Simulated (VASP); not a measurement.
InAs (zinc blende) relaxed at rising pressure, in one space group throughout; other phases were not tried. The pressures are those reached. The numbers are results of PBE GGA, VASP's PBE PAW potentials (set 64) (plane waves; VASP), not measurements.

```
P (GPa)  V (Å³/atom)    k-mesh
-------  -----------  --------
0.06          29.587  10×10×10
4.99          27.237  11×11×11
9.93          25.620     8×8×8
19.93         23.410     8×8×8
29.91         21.891     8×8×8
```

A change of mesh leaves a small step in the series.

### Question
Fit an equation of state and predict the volume at 44.99 GPa.

### Answer
Least squares on the third-order Birch-Murnaghan form, P = (3B0/2)(y⁷ − y⁵)[1 + (3/4)(B′ − 4)(y² − 1)] with y = (V0/V)^(1/3), gives V0 = 29.619 Å³/atom, B0 = 49 GPa and B′ = 4.6, and so 20.267 Å³/atom. The run gave 20.250 Å³/atom, -0.1 % from the fit.

Pressures at which the relaxation failed are left out.

The compound is InAs in the zinc blende structure.
